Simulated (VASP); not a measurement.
# A VASP study of FeSi2 (Linzhiite) (optB86b-vdW + U): structure first, properties next, part 7 of 12

What structure does FeSi2 (Linzhiite) take at this level, and what are its properties? The start is a cell from a database of measured crystal structures.

VASP 6.6.1, plane waves and PAW; the level of theory is named at each step.

Still holding for the runs below: The magnetic order is the lowest of the few collinear ones that converged above; longer or canted patterns were not tried. The cell is doubled for it, so bands and modes from the zone boundary of the chemical cell fold onto Γ and the labels are those of the larger cell. A U on the itinerant d states of such a compound is hard to justify; it moves the bands at the Fermi level and favours large moments.

So far, pressure (GPa): step 2 (magnetic order: ferromagnetic) 12.1; step 4 (magnetic order: antiferromagnetic, q = (1/2, 1/2, 1/2)) 4.80; step 5 (magnetic order: antiferromagnetic, q = (1/2, 1/2, 0)) 5.01; step 7 (full relaxation (optB86b-vdW + U)) 0.0424; step 8 (second relaxation) -0.0451.

### 9. Single point with fields (optB86b-vdW + U)

Level of this step: optB86b-vdW, DFT+U (Fe d 5 eV), spin-polarised from an antiferromagnetic start; plane waves and PAW (Fe, Si) (VASP).

The relaxed cell gets a fresh self-consistent run, on a basis set for its own volume, to fix the density and to check the remaining stress.

The input, INCAR:

```
SYSTEM = FeSi2
PREC = Accurate
ENCUT = 400
EDIFF = 1E-06
NELM = 100
ISMEAR = 0
SIGMA = 0.05
LREAL = .FALSE.
ALGO = Normal
GGA = MK
AGGAC = 0
LUSE_VDW = .TRUE.
PARAM1 = 0.1234
PARAM2 = 1
LASPH = .TRUE.
NBANDS = 25
ISPIN = 2
MAGMOM = 1.8 -1.8 0 0 0 0
LDAU = .TRUE.
LDAUTYPE = 2
LDAUL = 2 -1
LDAUU = 5 0
LDAUJ = 0 0
LDAUPRINT = 1
LMAXMIX = 4
LORBIT = 11
LWAVE = .FALSE.
LCHARG = .TRUE.
ISIF = 2
LELF = .TRUE.
LVHAR = .TRUE.
```

The input, POSCAR:

```
FeSi2
1.0
    5.4941218942      0.0000000000      0.0000000000
    2.7470609472      2.7470609472      0.0000000000
    0.0000000000      0.0000000000      5.2268827890
Fe Si
2 4
Direct
    0.0000000000      0.5000000000      0.0000000000
    0.5000000000      0.5000000000      0.0000000000
    0.0000000000      0.0000000000      0.2755871446
    0.5000000000      0.0000000000      0.2755871446
    0.0000000000      0.0000000000      0.7244128554
    0.5000000000      0.0000000000      0.7244128554
```

The input, KPOINTS:

```
Automatic mesh
0
Gamma
8 8 5
0 0 0
```

PAW data sets: Fe and Si (PBE family, release 64).

Run with:

```sh
> mpirun -np 8 vasp_std
```

The program printed:

```text
[banner, memory and clock lines left out]
running    8 mpi-ranks, on    1 nodes
 distrk:  each k-point on    8 cores,    1 groups
 distr:  one band on    1 cores,    8 groups

 POSCAR found type information on POSCAR FeSi
 POSCAR found :  2 types and       6 ions
 [... a notice as in an earlier step ...]

 [... a notice as in an earlier step ...]

 [... a notice as in an earlier step ...]

 LDA part: xc-table for (Slater+PW92), standard interpolation
|                                                                             |
|           W    W    AA    RRRRR   N    N  II  N    N   GGGG   !!!           |
|           W    W   A  A   R    R  NN   N  II  NN   N  G    G  !!!           |
|           W    W  A    A  R    R  N N  N  II  N N  N  G       !!!           |
|           W WW W  AAAAAA  RRRRR   N  N N  II  N  N N  G  GGG   !            |
|           WW  WW  A    A  R   R   N   NN  II  N   NN  G    G                |
|           W    W  A    A  R    R  N    N  II  N    N   GGGG   !!!           |
|                                                                             |
|     The number of bands has been changed from the values supplied in        |
|     The orbitals not found in the WAVECAR file will be initialized with     |
|     random numbers, which is usually adequate. For correlated               |
|     calculations, however, you should redo the groundstate calculation.     |
|     I found NBANDS = 25. Now, NBANDS = 32.                                  |
|                                                                             |

 POSCAR, INCAR and KPOINTS ok, starting setup
 FFT: planning ... GRIDC
 FFT: planning ... GRID_SOFT
 FFT: planning ... GRID
 WAVECAR not read
 entering main loop
       N       E                     dE             d eps       ncg     rms          rms(c)
DAV:   1     0.167056837150E+03    0.16706E+03   -0.10478E+04  5760   0.814E+02
DAV:   2    -0.120239818213E+02   -0.17908E+03   -0.15968E+03  6000   0.207E+02
DAV:   3    -0.227072589928E+02   -0.10683E+02   -0.10226E+02  7280   0.601E+01
DAV:   4    -0.229574503164E+02   -0.25019E+00   -0.24940E+00  6760   0.886E+00
DAV:   5    -0.229653220458E+02   -0.78717E-02   -0.78700E-02  7544   0.163E+00    0.213E+01
DAV:   6    -0.264171681740E+02   -0.34518E+01   -0.16775E+01  7072   0.808E+01    0.225E+01
DAV:   7    -0.213143306401E+02    0.51028E+01   -0.11995E+01  7216   0.688E+01    0.743E+00
DAV:   8    -0.216959782954E+02   -0.38165E+00   -0.94448E-01  9016   0.756E+00    0.454E+00
DAV:   9    -0.217830139187E+02   -0.87036E-01   -0.13140E-01  9648   0.576E+00    0.219E+00
DAV:  10    -0.218419956747E+02   -0.58982E-01   -0.68995E-02  9984   0.436E+00    0.903E-01
DAV:  11    -0.218655451812E+02   -0.23550E-01   -0.25577E-02  9088   0.151E+00    0.365E-01
DAV:  12    -0.218763000955E+02   -0.10755E-01   -0.98616E-03  9080   0.941E-01    0.304E-01
DAV:  13    -0.218813301526E+02   -0.50301E-02   -0.41962E-03  9488   0.719E-01    0.207E-01
DAV:  14    -0.218847805076E+02   -0.34504E-02   -0.59989E-03  9704   0.888E-01    0.102E-01
DAV:  15    -0.218853419861E+02   -0.56148E-03   -0.92290E-04  8680   0.239E-01    0.415E-02
DAV:  16    -0.218854568214E+02   -0.11484E-03   -0.16163E-04  8904   0.102E-01    0.251E-02
DAV:  17    -0.218854775064E+02   -0.20685E-04   -0.11359E-04  9680   0.111E-01    0.101E-02
DAV:  18    -0.218854814037E+02   -0.38973E-05   -0.14156E-05  8272   0.255E-02    0.418E-03
DAV:  19    -0.218854831632E+02   -0.17595E-05   -0.55053E-07  4008   0.825E-03    0.166E-03
DAV:  20    -0.218854829311E+02    0.23210E-06   -0.30444E-07  3568   0.435E-03
   1 F= -.21885483E+02 E0= -.21884447E+02  d E =-.207175E-02  mag=    -0.0000
```

Wall time 64 s (8 MPI ranks of Intel Xeon Platinum 8259CL at 2.50GHz (Skylake/Cascade Lake), shared host); peak memory 1.8 GiB; 7.5 min of CPU time.

Parts of OUTCAR (step 9):

```text
   k-points           NKPTS =     45   k-points in BZ     NKDIM =     45   number of bands    NBANDS=     32

   ENCUT  =  400.0 eV  29.40 Ry    5.42 a.u.   8.96  6.34  8.52*2*pi/ulx,y,z

   NELECT =      32.0000    total number of electrons

atom =   1  type =  1  l = 2

 onsite density matrix

spin component  1

  0.8642 -0.0000 -0.0000  0.0000 -0.0000
 -0.0000  0.8821 -0.0000  0.0000  0.0000
 -0.0000 -0.0000  0.8908  0.0000  0.0000
  0.0000  0.0000  0.0000  0.8821  0.0000
 -0.0000  0.0000  0.0000  0.0000  0.8709

spin component  2

  0.7824 -0.0000 -0.0000 -0.0000  0.0000
 -0.0000  0.6026  0.0000  0.0000 -0.0000
 -0.0000  0.0000  0.2063 -0.0000  0.0000
 -0.0000  0.0000 -0.0000  0.6026 -0.0000
  0.0000 -0.0000  0.0000 -0.0000  0.1188

 occupancies and eigenvectors

  o =  0.1188  v =  0.0000  0.0000  0.0000  0.0000  0.0000  0.0000  0.0000  0.0000 -0.0000 -1.0000      0.0000  0.0000  0.0000  0.0000  0.0000  0.0000  0.0000  0.0000  0.0000  0.0000
  o =  0.2063  v =  0.0000  0.0000  0.0000  0.0000  0.0000 -0.0000 -0.0000 -1.0000 -0.0000 -0.0000      0.0000  0.0000  0.0000  0.0000  0.0000  0.0000  0.0000  0.0000  0.0000  0.0000
  o =  0.6026  v =  0.0000  0.0000  0.0000  0.0000  0.0000  0.0000  0.3827 -0.0000 -0.9239  0.0000      0.0000  0.0000  0.0000  0.0000  0.0000  0.0000  0.0000  0.0000  0.0000  0.0000
  o =  0.6026  v =  0.0000  0.0000  0.0000  0.0000  0.0000 -0.0000 -0.9239  0.0000 -0.3827 -0.0000      0.0000  0.0000  0.0000  0.0000  0.0000  0.0000  0.0000  0.0000  0.0000  0.0000
  o =  0.7824  v =  0.0000  0.0000  0.0000  0.0000  0.0000 -1.0000  0.0000  0.0000  0.0000 -0.0000      0.0000  0.0000  0.0000  0.0000  0.0000  0.0000  0.0000  0.0000  0.0000  0.0000
  o =  0.8642  v =  1.0000  0.0000  0.0000 -0.0000  0.0000  0.0000  0.0000  0.0000  0.0000  0.0000      0.0000  0.0000  0.0000  0.0000  0.0000  0.0000  0.0000  0.0000  0.0000  0.0000
  o =  0.8709  v = -0.0000  0.0000 -0.0000 -0.0000  1.0000  0.0000  0.0000  0.0000  0.0000  0.0000      0.0000  0.0000  0.0000  0.0000  0.0000  0.0000  0.0000  0.0000  0.0000  0.0000
  o =  0.8821  v =  0.0000 -0.3827  0.0000  0.9239  0.0000  0.0000  0.0000  0.0000  0.0000  0.0000      0.0000  0.0000  0.0000  0.0000  0.0000  0.0000  0.0000  0.0000  0.0000  0.0000
  o =  0.8821  v =  0.0000 -0.9239  0.0000 -0.3827  0.0000  0.0000  0.0000  0.0000  0.0000  0.0000      0.0000  0.0000  0.0000  0.0000  0.0000  0.0000  0.0000  0.0000  0.0000  0.0000
  o =  0.8908  v =  0.0000 -0.0000 -1.0000 -0.0000 -0.0000  0.0000  0.0000  0.0000  0.0000  0.0000      0.0000  0.0000  0.0000  0.0000  0.0000  0.0000  0.0000  0.0000  0.0000  0.0000

atom =   2  type =  1  l = 2

 onsite density matrix

spin component  1

  0.7824  0.0000 -0.0000 -0.0000  0.0000
  0.0000  0.6026  0.0000  0.0000 -0.0000
 -0.0000  0.0000  0.2063 -0.0000  0.0000
 -0.0000  0.0000 -0.0000  0.6026 -0.0000
  0.0000 -0.0000  0.0000 -0.0000  0.1188

spin component  2

 occupancies and eigenvectors

  o =  0.1188  v = -0.0000  0.0000 -0.0000  0.0000  1.0000  0.0000  0.0000  0.0000  0.0000  0.0000      0.0000  0.0000  0.0000  0.0000  0.0000  0.0000  0.0000  0.0000  0.0000  0.0000
  o =  0.2063  v = -0.0000 -0.0000 -1.0000 -0.0000 -0.0000  0.0000  0.0000  0.0000  0.0000  0.0000      0.0000  0.0000  0.0000  0.0000  0.0000  0.0000  0.0000  0.0000  0.0000  0.0000
  o =  0.6026  v =  0.0000 -0.3827 -0.0000  0.9239  0.0000  0.0000  0.0000  0.0000  0.0000  0.0000      0.0000  0.0000  0.0000  0.0000  0.0000  0.0000  0.0000  0.0000  0.0000  0.0000
  o =  0.6026  v =  0.0000 -0.9239  0.0000 -0.3827 -0.0000  0.0000  0.0000  0.0000  0.0000  0.0000      0.0000  0.0000  0.0000  0.0000  0.0000  0.0000  0.0000  0.0000  0.0000  0.0000
  o =  0.7824  v = -1.0000 -0.0000  0.0000  0.0000 -0.0000  0.0000  0.0000  0.0000  0.0000  0.0000      0.0000  0.0000  0.0000  0.0000  0.0000  0.0000  0.0000  0.0000  0.0000  0.0000
  o =  0.8642  v =  0.0000  0.0000  0.0000  0.0000  0.0000  1.0000  0.0000  0.0000 -0.0000  0.0000      0.0000  0.0000  0.0000  0.0000  0.0000  0.0000  0.0000  0.0000  0.0000  0.0000
  o =  0.8709  v =  0.0000  0.0000  0.0000  0.0000  0.0000 -0.0000  0.0000 -0.0000 -0.0000  1.0000      0.0000  0.0000  0.0000  0.0000  0.0000  0.0000  0.0000  0.0000  0.0000  0.0000
  o =  0.8821  v =  0.0000  0.0000  0.0000  0.0000  0.0000  0.0000 -0.3827 -0.0000  0.9239  0.0000      0.0000  0.0000  0.0000  0.0000  0.0000  0.0000  0.0000  0.0000  0.0000  0.0000
  o =  0.8821  v =  0.0000  0.0000  0.0000  0.0000  0.0000 -0.0000 -0.9239  0.0000 -0.3827  0.0000      0.0000  0.0000  0.0000  0.0000  0.0000  0.0000  0.0000  0.0000  0.0000  0.0000
  o =  0.8908  v =  0.0000  0.0000  0.0000  0.0000  0.0000  0.0000 -0.0000 -1.0000 -0.0000 -0.0000      0.0000  0.0000  0.0000  0.0000  0.0000  0.0000  0.0000  0.0000  0.0000  0.0000

 E-fermi :   9.5394

 spin component 1
 k-point     1 :       0.0000    0.0000    0.0000
  band No.  band energies     occupation
    ...
     12       7.0710      1.00000
     13       7.0713      1.00000
     14       7.2878      1.00000
     15       8.8570      1.00000
     16       8.9908      1.00000
     17      11.1336      0.00000
     18      12.0616      0.00000
     19      12.0617      0.00000
     20      12.1894      0.00000
     21      12.2247      0.00000
    ...

 k-point     2 :       0.1250    0.0000    0.0000
  band No.  band energies     occupation
    ...
     12       6.9169      1.00000
     13       7.0003      1.00000
     14       7.1560      1.00000
     15       9.1800      1.00000
     16       9.3081      1.00000
     17      10.6877      0.00000
     18      11.0739      0.00000
     19      11.1440      0.00000
     20      12.0972      0.00000
     21      12.1634      0.00000
    ...

Total vdW correction in eV:      4.2608715

  Total       -0.0385634     -0.0385634      0.2174686     -0.0000000     -0.0000000      0.0000000
  in kB       -0.7832074     -0.7832074      4.4166998     -0.0000000     -0.0000000      0.0000000
  external PRESSURE =       0.9500950 kB  Pullay stress =       0.0000000 kB

 POSITION                                       TOTAL-FORCE (eV/Angst)
 -----------------------------------------------------------------------------------
      1.37353      1.37353      0.00000        -0.000000      0.000000      0.000000
      4.12059      1.37353      0.00000        -0.000000      0.000000      0.000000
      0.00000      0.00000      1.44046        -0.000000      0.000000     -0.025181
      2.74706      0.00000      1.44046         0.000000     -0.000000     -0.025181
      0.00000      0.00000      3.78642        -0.000000      0.000000      0.025181
      2.74706      0.00000      3.78642         0.000000      0.000000      0.025181
 -----------------------------------------------------------------------------------
    total drift:                                0.000000      0.000000     -0.000000

  FREE ENERGIE OF THE ION-ELECTRON SYSTEM (eV)
  ---------------------------------------------------
  free  energy   TOTEN  =       -21.8854829311 eV

  energy  without entropy=      -21.8834111777  energy(sigma->0) =      -21.88444705

Total vdW correction in eV:      4.2608823

 magnetization (x)
# of ion       s       p       d       tot
------------------------------------------
    1        0.025   0.047   2.075   2.147
    2       -0.025  -0.047  -2.075  -2.147
    3        0.000   0.000   0.000   0.000
    4        0.000   0.000   0.000   0.000
    5        0.000   0.000   0.000   0.000
    6        0.000   0.000   0.000   0.000
--------------------------------------------------
tot          0.000   0.000   0.000   0.000

[... 3 parts as in an earlier step ...]

[... 12 further parts left out ...]
```

With spin, VASP writes an ELF for each channel.

Numbers from this step:

```
SCF cycles              : 20
bands                   : 32
energy at zero smearing : -21.88 eV
Fermi energy            : 9.539 eV
pressure                : 0.09501 GPa
```

Valence electrons inside each PAW sphere by angular momentum. Sphere charges, by row:

| atom | s (e) | p (e) | d (e) | tot (e) |
| --- | --- | --- | --- | --- |
| Fe1 | 0.432 | 0.625 | 6.663 | 7.72 |
| Fe2 | 0.432 | 0.625 | 6.663 | 7.72 |
| Si3 | 0.745 | 0.869 | 0 | 1.614 |
| Si4 | 0.745 | 0.869 | 0 | 1.614 |
| Si5 | 0.745 | 0.869 | 0 | 1.614 |
| Si6 | 0.745 | 0.869 | 0 | 1.614 |

Spin density in the bc plane at fractional x = 0.000, with atoms of Fe and Si within 0.2 Å of it.

Ten even steps from '0' (0.0 e/Å³) to '9' (2.8 e/Å³), each cell a mean:
```
00000268510000
00000134200000
00000001000000
00000000000000
00000000000000
00000000000000
00000000000000
00000000000000
00000000000000
00000000000000
00000000000000
00000000000000
00000000000000
00000000000000
00000000000000
00000022100000
00000157410000
00000379610000
```
Columns run along b (3.9 Å), rows up along c (5.2 Å). Atoms in or near the plane, at fractional coordinates: Fe at (0.50, 0.00), Si at (0.00, 0.28), Si at (0.00, 0.72).

Electrostatic potential energy in the bc plane at fractional x = 0.000, with atoms of Fe and Si within 0.2 Å of it. With pseudopotentials it is smooth inside the atoms' cores, unlike the true potential.

Values in eV, 18 rows by 14 columns, each cell a mean:
```
 -4  -3  -3  -5 -12 -20 -26 -28 -25 -18 -10  -4  -3  -3
-11  -9  -6  -5  -9 -16 -21 -23 -20 -14  -7  -5  -7  -9
-49 -37 -16  -7  -5  -7 -11 -12 -10  -6  -5  -9 -23 -41
-84 -71 -35 -11  -4  -2  -3  -3  -3  -2  -5 -15 -48 -77
-91 -86 -49 -15  -4   0   1   1   1  -1  -6 -22 -65 -89
-91 -80 -42 -12  -3   1   2   2   2   0  -5 -18 -56 -85
-55 -43 -19  -6  -1   1   2   3   2   1  -3  -9 -27 -47
-19 -14  -7  -3   0   2   3   3   2   2   0  -4  -9 -16
 -6  -5  -3   0   1   2   3   3   3   2   1  -1  -4  -6
-10  -8  -5  -1   1   2   3   3   3   2   0  -2  -6  -8
-44 -34 -15  -5  -1   2   2   3   2   1  -2  -7 -20 -37
-82 -68 -34 -10  -3   1   2   2   2   0  -4 -15 -46 -74
-91 -86 -49 -15  -4   0   1   1   1  -1  -5 -22 -64 -89
-91 -81 -44 -13  -4  -1  -1  -1  -1  -2  -5 -19 -58 -86
-60 -46 -21  -8  -4  -6  -8 -10  -8  -5  -5 -10 -29 -51
-22 -16  -9  -5  -7 -13 -17 -19 -16 -11  -6  -6 -11 -18
 -5  -4  -3  -4 -11 -19 -25 -27 -24 -17  -9  -4  -3  -5
 -2  -2  -2  -5 -13 -22 -28 -30 -27 -19 -11  -3  -2  -2
```
Columns run along b (3.9 Å; values clipped at the 3rd and 97th percentile), rows up along c (5.2 Å). Atoms in or near the plane, at fractional coordinates: Fe at (0.50, 0.00), Si at (0.00, 0.28), Si at (0.00, 0.72).

ELF of up spins in the bc plane at fractional x = 0.000, with atoms of Fe and Si within 0.2 Å of it. It is the smooth field of the valence electrons, not physical close to the nuclei.

Values, 18 rows by 14 columns, each cell a mean:
```
0.43 0.43 0.39 0.31 0.26 0.09 0.01 0.00 0.02 0.15 0.28 0.33 0.42 0.43
0.51 0.54 0.54 0.43 0.34 0.19 0.06 0.02 0.08 0.25 0.36 0.47 0.56 0.53
0.38 0.50 0.65 0.63 0.44 0.26 0.14 0.10 0.16 0.31 0.50 0.65 0.62 0.46
0.17 0.34 0.62 0.70 0.56 0.33 0.19 0.15 0.21 0.40 0.62 0.70 0.54 0.28
0.07 0.19 0.50 0.66 0.60 0.42 0.29 0.25 0.32 0.48 0.63 0.63 0.39 0.14
0.22 0.28 0.46 0.58 0.53 0.38 0.28 0.25 0.30 0.43 0.56 0.57 0.40 0.25
0.76 0.71 0.64 0.55 0.39 0.24 0.17 0.15 0.18 0.28 0.44 0.58 0.66 0.73
0.92 0.89 0.77 0.55 0.31 0.15 0.09 0.08 0.10 0.19 0.37 0.62 0.82 0.90
0.95 0.92 0.81 0.56 0.27 0.10 0.06 0.05 0.06 0.14 0.34 0.64 0.86 0.93
0.94 0.91 0.79 0.56 0.28 0.12 0.07 0.06 0.08 0.16 0.35 0.64 0.85 0.92
0.83 0.78 0.68 0.55 0.37 0.21 0.15 0.13 0.16 0.26 0.42 0.59 0.72 0.79
0.42 0.43 0.51 0.56 0.47 0.33 0.24 0.21 0.26 0.37 0.51 0.56 0.48 0.43
0.07 0.18 0.47 0.64 0.59 0.42 0.30 0.26 0.32 0.48 0.62 0.61 0.37 0.14
0.11 0.26 0.57 0.70 0.60 0.38 0.23 0.19 0.26 0.45 0.65 0.68 0.48 0.20
0.32 0.46 0.65 0.65 0.47 0.26 0.15 0.11 0.17 0.33 0.53 0.68 0.61 0.41
0.49 0.55 0.61 0.51 0.37 0.23 0.09 0.05 0.12 0.28 0.41 0.55 0.60 0.53
0.46 0.46 0.43 0.33 0.28 0.12 0.02 0.00 0.03 0.18 0.30 0.35 0.45 0.46
0.38 0.37 0.33 0.27 0.22 0.05 0.00 0.00 0.01 0.11 0.24 0.28 0.35 0.37
```
Columns run along b (3.9 Å), rows up along c (5.2 Å). Atoms in or near the plane, at fractional coordinates: Fe at (0.50, 0.00), Si at (0.00, 0.28), Si at (0.00, 0.72).

In this run the pressure is 0.10 GPa, with stress components up to 0.44 GPa and forces up to 0.025 eV/Å, so either the cell is not fully relaxed at these settings or the loop stopped before the stress settled.

(Continued in part 8 of 12.)

[Lines on the potential files, build, host, timing and source positions are cut from VASP's logs without a mark.]

[Logs are printed without paths, hosts, clocks, repeated set-up lines and the standing remarks that a program may print on its own settings, such as how far it seeks lower states.]

[Hosts, paths, dates, database ids (printed as entryN), source tags and the programs' standing remarks are cut or masked in the printed files.]

[A measured line is paired with the nearest computed mode of its activity, which favours agreement.]
